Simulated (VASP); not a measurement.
Runs of VASP 6.6.1 on Ga11CoAs12 (a cell with a defect). The cell holds a defect, 24 atoms: a = 11.993 Å, b = 7.996 Å, c = 7.996 Å, α = 60.00°, β = 60.00°, γ = 60.00°. 

```tsv
task	level	U	fixed moment (μB)	cell	k mesh	grid for exact exchange (PRECFOCK)	screening parameter	mesh quality	moment (μB)	largest force (eV/Å)
single point	PBEsol+U	Co d U = 4 eV	-	as given	2 × 2 × 2	-	-	coarse	3.00	0.41
single point	HSE06	-	1	as given	2 × 2 × 2	Fast	0.2 1/A	coarse	1.00	0.26
relaxation of the atoms	PBEsol+U	Co d U = 4 eV	1	atoms relaxed from: atoms moved at random, drawn with an rms of 0.05 Å	2 × 2 × 2	-	-	coarse	1.00	0.03
single point	PBEsol	-	1	as given	2 × 2 × 2	-	-	coarse	1.00	(a)
single point	PBEsol+U	Co d U = 4 eV	1	as given	2 × 3 × 3	-	-	not flagged	1.00	0.60
single point	PBEsol+U	Co d U = 6 eV	1	as given	2 × 2 × 2	-	-	coarse	1.00	0.25
single point	PBEsol+U	Co d U = 4 eV	3	as given	2 × 2 × 2	-	-	coarse	3.00	0.41
```

Alike in all rows: potentials or basis VASP PAW PBE potentials, release 64 (Co, Ga_d, As); spin collinear, ferromagnetic start; cutoff (eV) 350; smearing gaussian 0.03 eV.

Estimate the missing entries.

(a) 0.93.

Caveats: some runs use coarse meshes; the PAW data sets were made with another functional, which shifts forces and pressure a little; the total moment is fixed, so each spin has its own Fermi level (some runs); the U is typed as a test and isn't derived for this compound (some runs).
